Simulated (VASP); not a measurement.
Given:

```xyz
2
Lattice="0.0000 2.8525 2.8525 2.8525 0.0000 2.8525 2.8525 2.8525 0.0000" Properties=species:S:1:pos:R:3 pbc="T T T"
Zn     0.0000     2.8525     2.8525
Se     1.4262     1.4262     1.4262
```

These are MS2 meta-GGA, VASP's PBE PAW potentials (set 64) (plane waves; VASP) values and carry that method's errors. Settings: 520 eV cut-off, 8×8×8 Γ-centred mesh, Gaussian smearing of 0.050 eV, potentials Zn Se.

What does the run give for the energy per atom (σ→0), pressure, band gap (on the k-mesh) with the smallest direct gap where there is one?

| Quantity | Value |
|---|---|
| band gap (on the k-mesh) | 1.58 eV |
| smallest direct gap (on the k-mesh) | 1.58 eV |
| energy per atom (σ→0) | -4.223 eV/atom |
| pressure | -17.7 kbar |

The compound is ZnSe in the zinc blende structure. This cell is one point of a volume scan, at 1.03 of the reference volume.
